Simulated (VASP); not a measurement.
Given:

```xyz
6
Lattice="1.5851 -2.7455 0.0000 1.5851 2.7455 0.0000 0.0000 0.0000 11.9735" Properties=species:S:1:pos:R:3 pbc="T T T"
W      1.5851     0.9152     2.9934
W      1.5851    -0.9152     8.9801
Se     1.5851     0.9152    10.6635
Se     1.5851    -0.9152     4.6768
Se     1.5851    -0.9152     1.3099
Se     1.5851     0.9152     7.2966
```

Computed with LDA (Ceperley-Alder, Perdew-Zunger), VASP's LDA PAW potentials (set 64) (plane waves; VASP 6.6.1). Numerical set-up: 500 eV cut-off, 8×8×2 Γ-centred mesh, Gaussian smearing of 0.050 eV, potentials W_sv Se.

Energy and stress use the plane-wave basis of the starting cell.

**Question.** The ions, cell shape and volume at an external pressure of 20.0 GPa are relaxed. Give the cell that the relaxation ends in.

**Answer.** 
```xyz
6
Lattice="1.5538 -2.6912 0.0000 1.5538 2.6912 0.0000 0.0000 0.0000 11.6710" Properties=species:S:1:pos:R:3 pbc="T T T"
W      1.5538     0.8971     2.9178
W      1.5538    -0.8971     8.7533
Se     1.5538     0.8971    10.4435
Se     1.5538    -0.8971     4.6079
Se     1.5538    -0.8971     1.2276
Se     1.5538     0.8971     7.0631
```
Space group P6_3/mmc (194), at a tolerance of 0.03 Å.

**Question.** How do energy and volume change from the first to the last step?

**Answer.** The energy (σ→0) changes by +101.0 meV/atom and the volume by -6.3 %, in 8 ionic steps.

```csv
step,E(σ→0) (eV),max force (eV/Å),pressure (GPa),volume (Å³)
1,-48.1460,0.014,9.99,104.22
2,-45.1815,3.426,57.24,88.70
3,-47.7601,0.732,19.48,99.98
4,-47.7391,0.765,19.90,99.81
5,-47.5975,0.202,20.01,98.18
6,-47.5610,0.095,20.07,97.88
7,-47.5465,0.012,19.98,97.66
8,-47.5400,0.011,19.94,97.61
```

The compound is WSe2 in the 2H layered structure. This run relaxes it under an external pressure of 20 GPa. Symmetry was kept, so distortions that lower it aren't found.
